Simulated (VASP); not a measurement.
# AlZnF4 (P2/m) in VASP: further runs

Runs on AlZnF4. Level: PBE. Tasks: single point.

All numbers are computed with VASP 6.6.1; they aren't measurements. Logs are shortened: lines on timing, memory, paths and dates and some standing lists are left out, and cuts for length are marked.

## Step 1: The structure

The structure is monoclinic, space group P2/m (No. 10). Conventional cell: a = 4.056 Å, b = 2.648 Å, c = 4.265 Å, α = 90.00°, β = 92.60°, γ = 90.00°. Al (site symmetry 2/m) has 6 F at 1.81 to 1.84 Å as nearest neighbours. Zn (site symmetry 2/m) is surrounded by 6 F at 1.68 to 1.78 Å. F (site symmetry m) has 2 Zn at 1.68 Å and 1 Al at 1.84 Å as nearest neighbours. F (site symmetry m) has 1 Zn at 1.78 Å and 2 Al at 1.81 Å as nearest neighbours.

The cell was built by a generator and needn't be a form met in nature.

## Step 2: Single point, PBE

Input file INCAR:

```
PREC = Accurate
ENCUT = 520
EDIFF = 1E-6
ISMEAR = -1
SIGMA = 0.0258
LREAL = False
LASPH = True
NELM = 60
ALGO = Normal
ISIF = 2
LWAVE = False
LCHARG = False
GGA = PE
NBANDS = 30
```

Input file KPOINTS:

```
regular mesh
0
Gamma
  5 7 4
```

Input file POSCAR:

```
AlZnF4
1.0
    4.0561610000      0.0000000000      0.0000000000
    0.0000000000      2.6484470000      0.0000000000
    0.1934970000      0.0000000000      4.2610300000
Al Zn F
1 1 4
Direct
    0.0000000000      0.0000000000      0.0000000000
    0.5000000000      0.5000000000      0.5000000000
    0.6900000000      0.0000000000      0.3300000000
    0.3100000000      0.0000000000      0.6700000000
    0.7740000000      0.5000000000      0.8140000000
    0.2260000000      0.5000000000      0.1860000000
```

Potentials or basis: VASP PAW PBE potentials, release 64 (Al, Zn, F).

Started as:

```console
$ cat potpaw_PBE.64/Al/POTCAR potpaw_PBE.64/Zn/POTCAR potpaw_PBE.64/F/POTCAR > POTCAR
$ mpirun -np 1 vasp_std > vasp.out
```

OUTCAR:

```text
PREC = Accurate
   ENCUT = 520
   EDIFF = 1E-6
   ISMEAR = -1
   LREAL = False
   LASPH = True
   NELM = 60
   ISIF = 2
   GGA = PE

 ion  position               nearest neighbor table
   1  0.000  0.000  0.000-   5 1.81   6 1.81   5 1.81   6 1.81   3 1.84   4 1.84   2 3.17   2 3.17
                             2 3.17   2 3.17
   2  0.500  0.500  0.500-   3 1.68   4 1.68   3 1.68   4 1.68   5 1.78   6 1.78   1 3.17   1 3.17
                             1 3.17   1 3.17
   3  0.690  0.000  0.330-   2 1.68   2 1.68   1 1.84
   4  0.310  0.000  0.670-   2 1.68   2 1.68   1 1.84
   5  0.774  0.500  0.814-   2 1.78   1 1.81   1 1.81
   6  0.226  0.500  0.186-   2 1.78   1 1.81   1 1.81

  LATTYP: Found a simple monoclinic cell.
 ALAT       =     4.0561610000
 B/A-ratio  =     0.6529442495
 C/A-ratio  =     1.0515906960
 COS(beta)  =    -0.0453641018

  Lattice vectors:

 A1 = (   4.0561610000,   0.0000000000,   0.0000000000)
 A2 = (   0.0000000000,  -2.6484470000,   0.0000000000)
 A3 = (  -0.1934970000,   0.0000000000,  -4.2610300000)

Analysis of symmetry for initial positions (statically):
=====================================================================
 Subroutine PRICEL returns:
 Original cell was already a primitive cell.

 Routine SETGRP: Setting up the symmetry group for a
 simple monoclinic supercell.

 Subroutine GETGRP returns: Found  4 space group operations
 (whereof  4 operations were pure point group operations)
 out of a pool of  4 trial point group operations.

The static configuration has the point symmetry C_2h.

Analysis of symmetry for dynamics (positions and initial velocities):
=====================================================================
 Subroutine PRICEL returns:
 Original cell was already a primitive cell.

 Routine SETGRP: Setting up the symmetry group for a
 simple monoclinic supercell.

 Subroutine GETGRP returns: Found  4 space group operations
 (whereof  4 operations were pure point group operations)
 out of a pool of  4 trial point group operations.

The dynamic configuration has the point symmetry C_2h.

 Subroutine INISYM returns: Found  4 space group operations
 (whereof  4 operations are pure point group operations),
 and found     1 'primitive' translations

----------------------------------------------------------------------------------------

                                     Primitive cell

[... 100 lines left out ...]
   EDIFFG = 0.1E-04   stopping-criterion for IOM
   NSW    =      0    number of steps for IOM
   IBRION =     -1    ionic relax: 0-MD 1-quasi-New 2-CG
   NFREE  =      0    steps in history (QN), initial steepest desc. (CG)
   ISIF   =      2    stress and relaxation
   ISYM   =      2    0-nonsym 1-usesym 2-fastsym
   POTIM  = 0.5000    time-step for ionic-motion
   TEBEG  =    0.0;   TEEND  =   0.0 temperature during run
   PSTRESS=    0.0 pullay stress
   NELECT =      43.0000    total number of electrons
   NUPDOWN=      -1.0000    fix difference up-down
   EMIN   =  10.00;   EMAX   =-10.00  energy-range for DOS
   EFERMI =   0.00;   METHOD = LEGACY
   ISMEAR =    -1;   SIGMA  =   0.03  broadening in eV -4-tet -1-fermi 0-gaus
   EFERMI_NEDOS =   21; number of points for ismear=-14 and -15
   IALGO  =     38    algorithm
   IMIX   =      4    mixing-type and parameters
     AMIX     =   0.40;   BMIX     =  1.00
     AMIX_MAG =   1.60;   BMIX_MAG =  1.00
  volume/ion in A,a.u.               =       7.63        51.48
  Fermi-wavevector in a.u.,A,eV,Ry     =   1.603334  3.029862 34.976217  2.570679
  Thomas-Fermi vector in A             =   2.700013
   LORBIT       =      0    0 simple, 1 ext, 2 COOP (PROOUT), +10 PAW based schemes
   GGA     = PE    functional components
   LHFCALC =     F    Hartree Fock is set to
   AEXX    =    0.0000 exact exchange contribution
   IVDW    =     0    specifies the selected vdW correction
   LEPSILON=     F    determine dielectric tensor
   LRPA    =     F    only Hartree local field effects (RPA)
 non-spin polarized calculation
  energy-cutoff  :      520.00
  volume of cell :       45.77
 maximum number of plane-waves:      1248
 NGX is ok and might be reduce to    30
   NGX = 15   NGY =  9   NGZ = 15

 number of electron      43.0000006 magnetization

 Free energy of the ion-electron system (eV)
  ---------------------------------------------------
  ext. energy  EPLUGINS =         0.00000000
  ---------------------------------------------------
  free energy    TOTEN  =       -16.19376079 eV

  energy without entropy =      -16.19317989  energy(sigma->0) =      -16.19347034

 E-fermi :  13.6002     XC(G=0): -12.4145

 val. band max:       13.5987601813   @ k =   0.4000   0.0000   0.5000
 cond. band min:      13.7803277360   @ k =  -0.2000   0.2857   0.2500
 fundamental gap:      0.1815675547
 Fermi energy:        13.6001961164

 k-point     1 :       0.0000    0.0000    0.0000
  band No.  band energies     occupation
      1     -20.9805      2.00000
      2     -19.0057      2.00000
      3     -18.9541      2.00000
      4     -18.7007      2.00000
      5      -5.2095      2.00000
      6      -2.8500      2.00000
[... 781 lines left out ...]
     29      21.2707      0.00000
     30      22.3305      0.00000

 [... further k-points ...]

------------------------ aborting loop because EDIFF is reached ----------------------------------------

  FORCE on cell =-STRESS in cart. coord.  units (eV):
  Direction    XX          YY          ZZ          XY          YZ          ZX
  --------------------------------------------------------------------------------------
  -------------------------------------------------------------------------------------
  Total       37.6347453     55.1280242     38.6213323      0.0000000      0.0000000     -0.9591630
  in kB     1317.2812205   1929.5762570   1351.8134729      0.0000000      0.0000000    -33.5723660
  external PRESSURE =    1532.8903168 kB  Pullay stress =       0.0000000 kB

 VOLUME and BASIS-vectors are now :
 -----------------------------------------------------------------------------
  energy-cutoff  :      520.00
  volume of cell :       45.77
      direct lattice vectors                 reciprocal lattice vectors
     4.056161000  0.000000000  0.000000000     0.246538537  0.000000000 -0.011195525
     0.000000000  2.648447000  0.000000000     0.000000000  0.377579767  0.000000000
     0.193497000  0.000000000  4.261030000     0.000000000  0.000000000  0.234685041

 POSITION                                       TOTAL-FORCE (eV/Angst)
 -----------------------------------------------------------------------------------
      0.00000      0.00000      0.00000        -0.000000     -0.000000     -0.000000
      2.12483      1.32422      2.13051         0.000000     -0.000000     -0.000000
      2.86261      0.00000      1.40614         7.296069      0.000000     -6.734977
      1.38705      0.00000      2.85489        -7.296069     -0.000000      6.734977
      3.29698      1.32422      3.46848         1.793876     -0.000000      2.414212
      0.95268      1.32422      0.79255        -1.793876      0.000000     -2.414212
 -----------------------------------------------------------------------------------
    total drift:                               -0.000000     -0.000000     -0.000000

  FREE ENERGIE OF THE ION-ELECTRON SYSTEM (eV)
  ---------------------------------------------------
  free  energy   TOTEN  =       -16.1937607883 eV

  energy  without entropy=      -16.1931798909  energy(sigma->0) =      -16.19347034
```

OSZICAR:

```text
N       E                     dE             d eps       ncg     rms          rms(c)
DAV:   1     0.429078429175E+03    0.42908E+03   -0.22887E+04  2752   0.184E+03
DAV:   2     0.163709889394E+02   -0.41271E+03   -0.39385E+03  2826   0.468E+02
DAV:   3    -0.184311698568E+02   -0.34802E+02   -0.34463E+02  3106   0.138E+02
DAV:   4    -0.189824077472E+02   -0.55124E+00   -0.55056E+00  3056   0.174E+01
DAV:   5    -0.189893863682E+02   -0.69786E-02   -0.69778E-02  3078   0.196E+00    0.341E+01
DAV:   6    -0.162443700668E+02    0.27450E+01   -0.63436E+00  3884   0.262E+01    0.213E+01
DAV:   7    -0.162025282371E+02    0.41842E-01   -0.11425E+00  2910   0.814E+00    0.776E+00
DAV:   8    -0.161964823198E+02    0.60459E-02   -0.13892E-01  3174   0.431E+00    0.572E-01
DAV:   9    -0.161937260437E+02    0.27563E-02   -0.14686E-02  3688   0.321E+00    0.176E-01
DAV:  10    -0.161937800515E+02   -0.54008E-04   -0.24255E-03  3156   0.388E-01    0.765E-02
DAV:  11    -0.161937531802E+02    0.26871E-04   -0.26488E-04  3962   0.340E-01    0.287E-02
DAV:  12    -0.161937602794E+02   -0.70992E-05   -0.65986E-05  3944   0.765E-02    0.923E-03
DAV:  13    -0.161937607883E+02   -0.50884E-06   -0.26982E-06  2672   0.268E-02
   1 F= -.16193761E+02 E0= -.16193470E+02  d E =-.580897E-03
```

stdout:

```text
POSCAR found type information on POSCAR AlZnF
 POSCAR found :  3 types and       6 ions
 scaLAPACK will be used
 LDA part: xc-table for (Slater+PW92), standard interpolation
 POSCAR, INCAR and KPOINTS ok, starting setup
 FFT: planning ... GRIDC
 FFT: planning ... GRID_SOFT
 FFT: planning ... GRID
 WAVECAR not read
 entering main loop
```

Wall time 22 s (1 thread of Intel Xeon 6975P-C (Granite Rapids), shared host); peak memory 0.18 GiB.

What came out:

* Free energy: -16.1938 eV
* Pressure: 153.3 GPa
* Largest force: 9.929 eV/Å
* Band gap on the k mesh: none (metal or under the smearing width)

Forces on the atoms (eV/Å):
```
Al   0.000  0.000  0.000
Zn   0.000  0.000  0.000
F    7.296  0.000 -6.735
F   -7.296  0.000  6.735
F    1.794  0.000  2.414
F   -1.794  0.000 -2.414
```

Caveat: the k mesh is coarse (spacing up to 0.37 Å⁻¹), so the values aren't converged; a pressure of tens of GPa on the cell as given is suspect, and the run, the potentials or the cell itself is likely at fault; an odd number of electrons without spin polarisation forces a metal; a magnetic or distorted state may lie lower.

## Step 3: Single point, PBE

Input file INCAR:

```
ALGO = Normal ; EDIFF = 1E-7
ENCUT = 520 ; GGA = PE
ISIF = 2 ; ISMEAR = -1
LASPH = T ; LCHARG = T
LELF = T ; LREAL = F
LVHAR = T ; LWAVE = F
NBANDS = 30 ; NELM = 80
PREC = Accurate ; SIGMA = 0.0258
```

Input file KPOINTS:

```
k-points
0
Gamma
  5 7 4
```

POSCAR is that of step 2.

Potentials or basis: VASP PAW PBE potentials, release 64 (Al, Zn, F).

Started as:

```console
$ cat potpaw_PBE.64/Al/POTCAR potpaw_PBE.64/Zn/POTCAR potpaw_PBE.64/F/POTCAR > POTCAR
$ mpirun -np 1 vasp_std > vasp.out
```

Wall time 24 s (1 thread of Intel Xeon 6975P-C (Granite Rapids), shared host); peak memory 0.18 GiB.

The run converged. Its results:

```yaml
Free_energy: -16.1938 eV
Pressure: 153.3 GPa
Largest_force: 9.929 eV/Å
Band_gap_on_the_k_mesh: none (metal or under the smearing width)
```

Forces in eV/Å, atoms in the order of the input:
```
Al   0.000  0.000  0.000
Zn   0.000  0.000  0.000
F    7.296  0.000 -6.735
F   -7.296  0.000  6.735
F    1.794  0.000  2.414
F   -1.794  0.000 -2.414
```

Stress tensor (GPa, compression positive):
```
131.73   0.00  -3.36
  0.00 192.95   0.00
 -3.36   0.00 135.18
```

Levels at points of the mesh, in eV from the Fermi level:
| k point | band 19 | band 20 | band 21 | band 22 | band 23 | band 24 | band 25 | band 26 |
| --- | --- | --- | --- | --- | --- | --- | --- | --- |
| (0.00, 0.00, 0.00) | -10.13 | -8.37 | -6.98 | -3.31 | 1.60 | 1.95 | 2.98 | 4.28 |
| (0.00, 0.00, 0.50) | -10.02 | -8.20 | -6.96 | -0.98 | -0.09 | 3.01 | 3.60 | 4.83 |

Caveat: the k mesh is coarse (spacing up to 0.37 Å⁻¹), so the values aren't converged; a pressure of tens of GPa on the cell as given is suspect, and the run, the potentials or the cell itself is likely at fault; an odd number of electrons without spin polarisation forces a metal; a magnetic or distorted state may lie lower.

## Step 4: Single point, PBE

Input file INCAR:

```
PREC = Accurate
ENCUT = 520
EDIFF = 1E-6
ISMEAR = 0
SIGMA = 0.05
LREAL = False
LASPH = True
NELM = 100
ALGO = Normal
ISIF = 2
LWAVE = False
LCHARG = True
GGA = PE
LELF = True
LVHAR = True
NBANDS = 30
```

Input file KPOINTS:

```
Automatic mesh
0
Gamma
  5 7 4
```

POSCAR is that of step 3.

Started as:

```console
$ cat potpaw_PBE.64/Al/POTCAR potpaw_PBE.64/Zn/POTCAR potpaw_PBE.64/F/POTCAR > POTCAR
$ mpirun -np 1 vasp_std > vasp.out
```

It took 22 s on 1 thread of Intel Xeon 6975P-C (Granite Rapids), shared host; peak memory 0.18 GiB.

The run converged. Its results:

* Free energy: -16.1936 eV
* Pressure: 153.3 GPa
* Largest force: 9.930 eV/Å
* Band gap on the k mesh: none (metal or under the smearing width)

Forces on the atoms (eV/Å):
```
Al   0.000  0.000  0.000
Zn   0.000  0.000  0.000
F    7.296  0.000 -6.736
F   -7.296  0.000  6.736
F    1.794  0.000  2.415
F   -1.794  0.000 -2.415
```

Stress tensor (GPa, compression positive):
```
131.72   0.00  -3.36
  0.00 192.96   0.00
 -3.36   0.00 135.18
```

Levels at points of the mesh, in eV from the Fermi level:
```tsv
k point	band 19	band 20	band 21	band 22	band 23	band 24	band 25	band 26
(0.00, 0.00, 0.00)	-10.13	-8.37	-6.98	-3.31	1.61	1.95	2.98	4.28
(0.00, 0.00, 0.50)	-10.01	-8.20	-6.95	-0.98	-0.09	3.02	3.60	4.83
```

Caveat: the k mesh is coarse (spacing up to 0.37 Å⁻¹), so the values aren't converged; a pressure of tens of GPa on the cell as given is suspect, and the run, the potentials or the cell itself is likely at fault; an odd number of electrons without spin polarisation forces a metal; a magnetic or distorted state may lie lower.
